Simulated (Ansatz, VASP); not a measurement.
# KLiGe4S9 in two plane-wave programs, part 2 of 2

One calculation is typed for both programs; each brings its own data sets. How far apart do they land? The structure shown is the start of the Ansatz relaxation below; VASP solves that cell, so the two are compared at the walk's first step.

VASP 6.6.1 and Ansatz 0.2.0.

So far: The structure; Ansatz: relaxation, PBE with D3(BJ).

## (3) VASP: single point, PBE with D3(BJ), start cell

Level of this step: PBE with D3(BJ); plane waves and PAW (Ge_d, K_sv, Li_sv, S) (VASP).

The same cell, functional, mesh and smearing now go to VASP, with its own data sets.

Lines of VASP's logs that name or quote its potential files are left out, and so is its time.

INCAR

```
SYSTEM = KLiGe4S9
PREC = Accurate
ENCUT = 650
EDIFF = 1E-06
NELM = 120
ISMEAR = -1
SIGMA = 0.05
LREAL = .FALSE.
ALGO = Normal
GGA = PE
IVDW = 12
NBANDS = 144
LORBIT = 11
LWAVE = .FALSE.
LCHARG = .FALSE.
ISIF = 2
LASPH = .TRUE.
GGA_COMPAT = .FALSE.
EFERMI = MIDGAP
```

POSCAR

```
KLiGe4S9
1.0
    9.3026550000      0.0000000000      0.0000000000
    0.0000000000      9.3026550000      0.0000000000
    0.0000000000      0.0000000000      9.3026550000
Ge K Li S
8 2 2 18
Direct
    0.8547899498      0.4787809502      0.2200969508
    0.1974599724      0.7209249402      0.1502249627
    0.3266720092      0.6344919811      0.5701529295
    0.6267000120      0.7949629434      0.0567719646
    0.1688769496      0.1566249635      0.2356229485
    0.5560620060      0.2266409966      0.9839589881
    0.4118640324      0.0675259912      0.5859889462
    0.6823879849      0.3532009948      0.5823579397
    0.0697069815      0.3033829590      0.8274630200
    0.7956150153      0.8244559215      0.5523599446
    0.9468209882      0.6439919571      0.8315489503
    0.4587949354      0.4433939558      0.2736510168
    0.1411560463      0.9415240058      0.1654250319
    0.3448949789      0.2544259676      0.1255499640
    0.4115459511      0.8446050079      0.5797309478
    0.1731809897      0.6077810045      0.7247409476
    0.0215199854      0.5935019626      0.0909229677
    0.8397589720      0.4518459515      0.4587389299
    0.7318309665      0.6972879248      0.2334460431
    0.4125480306      0.1507299798      0.7967139489
    0.4923120335      0.4788499627      0.5547129287
    0.6235480086      0.0213010157      0.0640869730
    0.6056079689      0.1528070212      0.4988610241
    0.2360849671      0.6336350214      0.3600749463
    0.7154129654      0.7367819187      0.8617689251
    0.9857099935      0.2778530430      0.2052309798
    0.2387600099      0.1407089696      0.4554799678
    0.4088610187      0.7229399564      0.0713059874
    0.6616640088      0.3876629844      0.1215919541
    0.7137749384      0.2985889512      0.7975849905
```

KPOINTS

```
Automatic mesh
0
Gamma
1 1 1
0 0 0
```

Potentials, in the order of the species: Ge_d, K_sv, Li_sv and S (PBE family, release 64).

The run is started by

```console
> mpirun -np 4 vasp_gam
```

Numbers of over 12 decimals in the logs are rounded to 6 here.

Log:

```text
[banner, memory and clock lines left out]
running    4 mpi-ranks, on    1 nodes
 distrk:  each k-point on    4 cores,    1 groups
 distr:  one band on    1 cores,    4 groups

 POSCAR found type information on POSCAR GeK LiS
 POSCAR found :  4 types and      30 ions
|                                                                             |
|               ----> ADVICE to this user running VASP <----                  |
|                                                                             |
|     You have a (more or less) 'large supercell' and for larger cells it     |
|     might be more efficient to use real-space projection operators.         |
|     Therefore, try LREAL= Auto in the INCAR file.                           |
|     Mind: For very accurate calculation, you might also keep the            |
|     reciprocal projection scheme (i.e. LREAL=.FALSE.).                      |
|                                                                             |

 LDA part: xc-table for (Slater+PW92), standard interpolation
 POSCAR, INCAR and KPOINTS ok, starting setup
 FFT: planning ... GRIDC
 FFT: planning ... GRID_SOFT
 FFT: planning ... GRID
 WAVECAR not read
 entering main loop
       N       E                     dE             d eps       ncg     rms          rms(c)
DAV:   1     0.523427897341E+04    0.52343E+04   -0.11657E+05   440   0.353E+03
DAV:   2     0.132575115316E+04   -0.39085E+04   -0.37073E+04   288   0.127E+03
DAV:   3     0.728622072376E+02   -0.12529E+04   -0.12019E+04   336   0.327E+02
DAV:   4    -0.110961212239E+03   -0.18382E+03   -0.18007E+03   360   0.137E+02
DAV:   5    -0.123011073599E+03   -0.12050E+02   -0.11926E+02   392   0.368E+01    0.333E+01
DAV:   6    -0.117413187302E+03    0.55979E+01   -0.21190E+01   440   0.197E+01    0.235E+01
DAV:   7    -0.117191316446E+03    0.22187E+00   -0.74310E+00   384   0.749E+00    0.707E+00
DAV:   8    -0.117267940147E+03   -0.76624E-01   -0.27025E+00   416   0.574E+00    0.371E+00
DAV:   9    -0.117143575564E+03    0.12436E+00   -0.35451E-01   440   0.278E+00    0.151E+00
DAV:  10    -0.117145723920E+03   -0.21484E-02   -0.19034E-01   400   0.104E+00    0.957E-01
DAV:  11    -0.117147595237E+03   -0.18713E-02   -0.39042E-02   360   0.546E-01    0.592E-01
DAV:  12    -0.117149106447E+03   -0.15112E-02   -0.75889E-03   368   0.261E-01    0.305E-01
DAV:  13    -0.117150484238E+03   -0.13778E-02   -0.22035E-03   376   0.172E-01    0.109E-01
DAV:  14    -0.117151132897E+03   -0.64866E-03   -0.11201E-03   392   0.122E-01    0.631E-02
DAV:  15    -0.117151329694E+03   -0.19680E-03   -0.32736E-04   368   0.535E-02    0.489E-02
DAV:  16    -0.117151419793E+03   -0.90099E-04   -0.13000E-04   320   0.328E-02    0.216E-02
DAV:  17    -0.117151423958E+03   -0.41652E-05   -0.78594E-05   296   0.257E-02    0.125E-02
DAV:  18    -0.117151423793E+03    0.16528E-06   -0.23844E-05   384   0.132E-02    0.721E-03
DAV:  19    -0.117151424044E+03   -0.25169E-06   -0.17566E-06   208   0.447E-03
   1 F= -.12387628E+03 E0= -.12380830E+03  d E =-.135965E+00
```

From OUTCAR (step 3):

```text
ion  position               nearest neighbor table
   1  0.855  0.479  0.220-  29 2.19  17 2.23  26 2.24  18 2.24  19 2.34
   2  0.197  0.721  0.150-  17 2.09  28 2.10  13 2.12  24 2.14
   3  0.327  0.634  0.570-  16 2.04  15 2.11  21 2.12  24 2.13
   4  0.627  0.795  0.057-  25 2.07  22 2.11  19 2.12  28 2.14
   5  0.169  0.157  0.236-  26 2.06  13 2.12  14 2.13  27 2.15
   6  0.556  0.227  0.984-  22 2.14  29 2.20  20 2.31  30 2.37  14 2.38
   7  0.412  0.068  0.586-  15 2.07  20 2.11  27 2.13  23 2.13
   8  0.682  0.353  0.582-  18 2.08  30 2.09  21 2.14  23 2.14
   9  0.070  0.303  0.827-  16 3.14
  10  0.796  0.824  0.552-  25 3.08  19 3.25
  11  0.947  0.644  0.832-  25 2.34  16 2.35  17 2.55
  12  0.459  0.443  0.274-  29 2.41  14 2.47  21 2.65
  13  0.141  0.942  0.165-   5 2.12   2 2.12
  14  0.345  0.254  0.126-   5 2.13   6 2.38  12 2.47
  15  0.412  0.845  0.580-   7 2.07   3 2.11
  16  0.173  0.608  0.725-   3 2.04  11 2.35   9 3.14
  17  0.022  0.594  0.091-   2 2.09   1 2.23  11 2.55
  18  0.840  0.452  0.459-   8 2.08   1 2.24
  19  0.732  0.697  0.233-   4 2.12   1 2.34  10 3.25
  20  0.413  0.151  0.797-   7 2.11   6 2.31
  21  0.492  0.479  0.555-   3 2.12   8 2.14  12 2.65
  22  0.624  0.021  0.064-   4 2.11   6 2.14
  23  0.606  0.153  0.499-   7 2.13   8 2.14
  24  0.236  0.634  0.360-   3 2.13   2 2.14
  25  0.715  0.737  0.862-   4 2.07  11 2.34  10 3.08
  26  0.986  0.278  0.205-   5 2.06   1 2.24
  27  0.239  0.141  0.455-   7 2.13   5 2.15
  28  0.409  0.723  0.071-   2 2.10   4 2.14
  29  0.662  0.388  0.122-   1 2.19   6 2.20  12 2.41
  30  0.714  0.299  0.798-   8 2.09   6 2.37

  LATTYP: Found a simple cubic cell.
 ALAT       =     9.3026550000

 Subroutine GETGRP returns: Found  1 space group operations
 (whereof  1 operations were pure point group operations)

The static configuration has the point symmetry C_1 .

 Found      1 irreducible k-points:

   k-points           NKPTS =      1   k-points in BZ     NKDIM =      1   number of bands    NBANDS=    144

   dimension x,y,z NGX =    80 NGY =   80 NGZ =   80
   dimension x,y,z NGXF=   160 NGYF=  160 NGZF=  160

   ENCUT  =  650.0 eV  47.77 Ry    6.91 a.u.  19.34 19.34 19.34*2*pi/ulx,y,z

   NELECT =     244.0000    total number of electrons

 k-points in reciprocal lattice and weights: Automatic mesh
   0.00000000  0.00000000  0.00000000       1.000

 average (electrostatic) potential at core
       1 -78.3714       2 -78.3707       3 -78.3076       4 -77.9533       5 -78.0560
       6 -78.2428       7 -78.1235       8 -78.2781       9 -35.4970      10 -35.7694
      11 -63.3482      12 -62.8452      13 -88.9951      14 -88.9993      15 -89.3860
      16 -88.7605      17 -89.8847      18 -89.7771      19 -89.2991      20 -89.0163
      21 -89.4010      22 -89.1765      23 -89.3040      24 -89.2582      25 -88.4651
      26 -89.4614      27 -89.1910      28 -89.1174      29 -89.6541      30 -89.1309

 E-fermi :   1.4405

 k-point     1 :       0.0000    0.0000    0.0000
  band No.  band energies     occupation
    ...
    118       1.1139      1.99709
    119       1.1454      1.99455
    120       1.2266      1.97266
    121       1.3247      1.82046
    122       1.3481      1.72791
    123       1.4971      0.48780
    124       2.5205      0.00000
    125       2.9076      0.00000
    126       3.1055      0.00000
    127       3.7964      0.00000
    ...

 Edisp (eV)   -6.72486

  Total      41.83847    39.71280    36.91132     0.34739     2.28692    -0.01800
  in kB      83.26561    79.03515    73.45975     0.69136     4.55136    -0.03582
  external pressure =       78.59 kB  Pullay stress =        0.00 kB

  energy-cutoff  :      650.00
  volume of cell :      805.05
      direct lattice vectors                 reciprocal lattice vectors
     9.302655000  0.000000000  0.000000000     0.107496193  0.000000000  0.000000000
     0.000000000  9.302655000  0.000000000     0.000000000  0.107496193  0.000000000
     0.000000000  0.000000000  9.302655000     0.000000000  0.000000000  0.107496193

 POSITION                                       TOTAL-FORCE (eV/Angst)
 -----------------------------------------------------------------------------------
      7.95182      4.45393      2.04749        -0.436914      0.740208      0.188218
      1.83690      6.70652      1.39749         0.905640      1.391048      0.768371
      3.03892      5.90246      5.30394        -0.330921      0.255937      0.274591
      5.82997      7.39527      0.52813         0.388313     -0.037095     -0.911460
      1.57100      1.45703      2.19192         1.978813     -0.876115      0.376082
      5.17285      2.10836      9.15343        -0.987662     -0.660824     -1.238401
      3.83143      0.62817      5.45125         0.185526      1.115007      0.246481
      6.34802      3.28571      5.41747        -0.858472     -0.809320      0.808021
      0.64846      2.82227      7.69760         0.324039     -0.287455      0.112058
      7.40133      7.66963      5.13841        -0.202117      0.204333     -0.272370
      8.80795      5.99083      7.73561        -0.020516      0.125908      0.493598
      4.26801      4.12474      2.54568        -0.326512      0.173691      0.209294
      1.31313      8.75867      1.53889        -1.801777      0.204174     -1.087401
      3.20844      2.36684      1.16795         1.147916      1.904879     -1.103019
      3.82847      7.85707      5.39304         2.135463      0.071744      0.187679
      1.61104      5.65398      6.74201        -1.528444     -0.405258      1.775538
      0.20019      5.52114      0.84583        -0.232825     -0.661017     -2.453719
      7.81199      4.20337      4.26749         2.468170      1.182974      1.043220
      6.80797      6.48663      2.17167         0.347010      0.344906      2.693047
      3.83779      1.40219      7.41156        -2.599206     -0.162622      1.236807
      4.57981      4.45458      5.16030        -1.264469      0.082962     -1.060954
      5.80065      0.19816      0.59618         1.113683      0.799560      1.858017
      5.63376      1.42151      4.64073         2.147067     -1.625875     -2.994583
      2.19622      5.89449      3.34965        -1.256247     -2.168536      0.079482
      6.65524      6.85403      8.01674         0.731456     -0.757885     -2.250295
      9.16972      2.58477      1.90919        -1.530915     -1.151647     -0.527852
      2.22110      1.30897      4.23717        -2.277157      1.153634      1.521416
      3.80349      6.72526      0.66334        -0.189163     -1.688195     -1.611118
      6.15523      3.60630      1.13113        -0.618217      0.851436      0.058467
      6.64000      2.77767      7.41966         2.588438      0.689442      1.580786
 -----------------------------------------------------------------------------------
    total drift:                               -0.000736     -0.000617      0.001847

  FREE ENERGIE OF THE ION-ELECTRON SYSTEM (eV)
  ---------------------------------------------------
  free  energy   TOTEN  =      -123.8762823604 eV

  energy  without entropy=     -123.7403175720  energy(sigma->0) =     -123.80829997

 total charge
# of ion       s       p       d       tot
------------------------------------------
    1        1.123   1.127  10.220  12.470
    2        1.087   1.268  10.260  12.615
    3        1.061   1.314  10.281  12.656
    4        1.077   1.315  10.268  12.660
    5        1.096   1.277  10.263  12.635
    6        1.108   1.075  10.201  12.384
    7        1.073   1.316  10.271  12.661
    8        1.080   1.333  10.263  12.676
    9        1.953   5.577   0.017   7.547
   10        1.951   5.578   0.017   7.546
   11        2.016   0.046   0.000   2.063
   12        2.009   0.039   0.000   2.048
   13        1.317   2.509   0.000   3.826
   14        1.334   2.442   0.000   3.776
   15        1.312   2.538   0.000   3.849
   16        1.326   2.464   0.000   3.790
   17        1.339   2.458   0.000   3.797
   18        1.343   2.452   0.000   3.795
   19        1.344   2.431   0.000   3.775
   20        1.341   2.434   0.000   3.775
   21        1.318   2.519   0.000   3.838
   22        1.324   2.484   0.000   3.808
   23        1.335   2.481   0.000   3.816
   24        1.326   2.503   0.000   3.829
   25        1.329   2.459   0.000   3.788
   26        1.344   2.455   0.000   3.799
   27        1.328   2.482   0.000   3.810
   28        1.321   2.503   0.000   3.824
   29        1.351   2.424   0.000   3.775
   30        1.340   2.441   0.000   3.781
--------------------------------------------------
tot         40.609  65.742  82.061 188.412
```

The run ends at a pressure of 7.86 GPa, with forces up to 4.0 eV/Å.

## (4) Comparison

Known differences besides the potentials themselves: the cutoff is 420 eV in Ansatz and 650 eV in VASP. Total energies have different zeros and are not compared.

Forces on 9 of the 30 atoms, those with the largest forces and the largest differences (eV/Å; atoms numbered as in POSCAR):

```
atom          Ansatz x, y, z            VASP x, y, z
 S16   -1.598, -0.419, 1.845   -1.528, -0.405, 1.776
 S17  -0.283, -0.693, -2.472  -0.233, -0.661, -2.454
 S18     2.507, 1.212, 1.027     2.468, 1.183, 1.043
 S19     0.371, 0.330, 2.736     0.347, 0.345, 2.693
 S20   -2.593, -0.139, 1.279   -2.599, -0.163, 1.237
 S23   2.175, -1.650, -3.025   2.147, -1.626, -2.995
 S25   0.769, -0.777, -2.330   0.731, -0.758, -2.250
 S27    -2.291, 1.156, 1.530    -2.277, 1.154, 1.521
 S30     2.592, 0.667, 1.650     2.588, 0.689, 1.581
```

The forces differ by 24 meV/Å r.m.s., which is 2.0 % of the r.m.s. force of 1.224 eV/Å (both taken over all components).

## (5) Outcome

| Quantity | Value |
| --- | --- |
| r.m.s. force difference (single point, PBE with D3(BJ), start cell) | 2.0 % of the r.m.s. force |

What this shows: The r.m.s. force difference is 2.0 % of the r.m.s. force (single point, PBE with D3(BJ), start cell), within the 3 % picked in this series as the mark of a large difference. How closely two codes agree says nothing of how well the functional describes the real material.

[Lines on the potential files, build, host, timing and source positions are cut from VASP's logs without a mark.]

[Logs are printed without paths, hosts, clocks, repeated set-up lines and the standing remarks that a program may print on its own settings, such as how far it seeks lower states.]

[Hosts, paths, dates, database ids (printed as entryN), source tags and the programs' standing remarks are cut or masked in the printed files.]
